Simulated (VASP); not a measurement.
Level of theory: optB88-vdW, VASP's PBE PAW potentials (set 64) (plane waves; VASP).

VASP input:

INCAR:
```
SYSTEM = C
PREC = Accurate; ENCUT = 520; LREAL = .FALSE.
LASPH = .TRUE.
EDIFF = 1E-6; NELM = 100; ALGO = Normal
ISMEAR = 0; SIGMA = 0.05
GGA = BO; LUSE_VDW = .TRUE.; AGGAC = 0.0
PARAM1 = 0.1833333333; PARAM2 = 0.22
IBRION = 2; NSW = 60; ISIF = 3
EDIFFG = -0.01
LWAVE = .FALSE.; LCHARG = .FALSE.
```

### KPOINTS
```
K-points
0
G
11 11 11
0 0 0
```

POSCAR:
```
C
1
    0.0000000000     1.7835000000     1.7835000000
    1.7835000000     0.0000000000     1.7835000000
    1.7835000000     1.7835000000     0.0000000000
C
2
Direct
  0.0000000000   0.0000000000   0.0000000000
  0.2500000000   0.2500000000   0.2500000000
```

POTCAR, in this order: C (PBE.64 set). Program: vasp_std.

The resulting files:

OUTCAR:
```
 ion  position               nearest neighbor table
   1  0.000  0.000  0.000-   2 1.54   2 1.54   2 1.54   2 1.54
   2  0.250  0.250  0.250-   1 1.54   1 1.54   1 1.54   1 1.54
  LATTYP: Found a face centered cubic cell.
 ALAT       =     3.5670000000
 Subroutine PRICEL returns:
 Original cell was already a primitive cell.
 Subroutine GETGRP returns: Found 48 space group operations
The static configuration has the point symmetry T_d .
 The point group associated with its full space group is O_h .
The dynamic configuration has the point symmetry T_d .
 Subroutine INISYM returns: Found 48 space group operations
 Subroutine IBZKPT returns following result:
 Found     56 irreducible k-points:

 Following reciprocal coordinates:
            Coordinates               Weight
  0.000000  0.000000  0.000000      1.000000
  0.090909  0.000000  0.000000      8.000000
  0.181818  0.000000  0.000000      8.000000
  0.272727  0.000000  0.000000      8.000000
  0.363636  0.000000  0.000000      8.000000
  0.454545  0.000000  0.000000      8.000000
  0.090909  0.090909  0.000000      6.000000
  0.181818  0.090909  0.000000     24.000000
...
```

### OSZICAR
```
       N       E                     dE             d eps       ncg     rms          rms(c)
DAV:   1    -0.417139469752E+00   -0.41714E+00   -0.49940E+03   936   0.984E+02
DAV:   2    -0.164726715568E+02   -0.16056E+02   -0.15694E+02  1448   0.108E+02
DAV:   3    -0.165672405658E+02   -0.94569E-01   -0.94569E-01   912   0.107E+01
DAV:   4    -0.165673863180E+02   -0.14575E-03   -0.14575E-03  1288   0.456E-01
DAV:   5    -0.165673863599E+02   -0.41817E-07   -0.41817E-07   936   0.547E-03    0.560E+00
DAV:   6    -0.160439998815E+02    0.52339E+00   -0.43336E-01   936   0.531E+00    0.332E+00
DAV:   7    -0.158617612904E+02    0.18224E+00   -0.53288E-01  1120   0.589E+00    0.753E-01
DAV:   8    -0.158627638205E+02   -0.10025E-02   -0.22577E-03   936   0.580E-01    0.391E-02
DAV:   9    -0.158627871991E+02   -0.23379E-04   -0.23369E-05  1088   0.606E-02    0.362E-02
DAV:  10    -0.158627933280E+02   -0.61289E-05   -0.66198E-06   944   0.326E-02    0.572E-03
DAV:  11    -0.158627933544E+02   -0.26424E-07   -0.22007E-07   704   0.440E-03
   1 F= -.15862793E+02 E0= -.15862793E+02  d E =-.158628E+02
       N       E                     dE             d eps       ncg     rms          rms(c)
DAV:   1    -0.158637680616E+02   -0.97473E-03   -0.96077E-02  1056   0.320E+00    0.270E-01
DAV:   2    -0.158627498178E+02    0.10182E-02   -0.89061E-04   984   0.281E-01    0.142E-01
DAV:   3    -0.158623319284E+02    0.41789E-03   -0.89753E-04   976   0.229E-01    0.193E-02
DAV:   4    -0.158623288057E+02    0.31227E-05   -0.21046E-06   888   0.191E-02    0.108E-02
DAV:   5    -0.158623270761E+02    0.17296E-05   -0.29107E-07   544   0.756E-03    0.282E-04
DAV:   6    -0.158623270767E+02   -0.61476E-09   -0.65736E-09   448   0.100E-03
   2 F= -.15862327E+02 E0= -.15862327E+02  d E =0.466278E-03
       N       E                     dE             d eps       ncg     rms          rms(c)
DAV:   1    -0.158641865360E+02   -0.18595E-02   -0.29392E-02  1080   0.178E+00    0.150E-01
DAV:   2    -0.158638685131E+02    0.31802E-03   -0.26883E-04   984   0.153E-01    0.780E-02
DAV:   3    -0.158637543966E+02    0.11412E-03   -0.27156E-04   976   0.126E-01    0.109E-02
DAV:   4    -0.158637546668E+02   -0.27012E-06   -0.65628E-07   856   0.106E-02
   3 F= -.15863755E+02 E0= -.15863755E+02  d E =-.961312E-03
```

File OUTCAR:
```
------------------------ aborting loop because EDIFF is reached ----------------------------------------
  FORCE on cell =-STRESS in cart. coord.  units (eV):
  Direction    XX          YY          ZZ          XY          YZ          ZX
  --------------------------------------------------------------------------------------
  Total        0.0007507      0.0007507      0.0007507      0.0000000      0.0000000     -0.0000000
  in kB        0.1051735      0.1051735      0.1051735      0.0000000      0.0000000     -0.0000000
  external PRESSURE =       0.1051735 kB  Pullay stress =       0.0000000 kB
  volume of cell :       11.44
      direct lattice vectors                 reciprocal lattice vectors
    -0.000000000  1.788217877  1.788217877    -0.279607987  0.279607987  0.279607987
     1.788217877 -0.000000000  1.788217877     0.279607987 -0.279607987  0.279607987
     1.788217877  1.788217877  0.000000000     0.279607987  0.279607987 -0.279607987
 POSITION                                       TOTAL-FORCE (eV/Angst)
 -----------------------------------------------------------------------------------
      0.00000     -0.00000      0.00000         0.000000      0.000000      0.000000
      0.89411      0.89411      0.89411        -0.000000     -0.000000     -0.000000
 -----------------------------------------------------------------------------------
    total drift:                                0.000000      0.000000      0.000000
  FREE ENERGIE OF THE ION-ELECTRON SYSTEM (eV)
  ---------------------------------------------------
  free  energy   TOTEN  =       -15.8637546668 eV

  energy  without entropy=      -15.8637546668  energy(sigma->0) =      -15.86375467

 reached required accuracy - stopping structural energy minimisation
```
(Selected blocks of OUTCAR.)

**CONTCAR**
```
C
   1.00000000000000
    -0.0000000000000000    1.7882178767730479    1.7882178767730479
     1.7882178767730479   -0.0000000000000000    1.7882178767730479
     1.7882178767730479    1.7882178767730479    0.0000000000000000
  C
     2
Direct
     0.0000000000000000    0.0000000000000000    0.0000000000000000
     0.2500000000000000    0.2500000000000000    0.2500000000000000
```

The compound is C in the diamond structure. This run relaxes it. Symmetry was kept, so distortions that lower it aren't found.
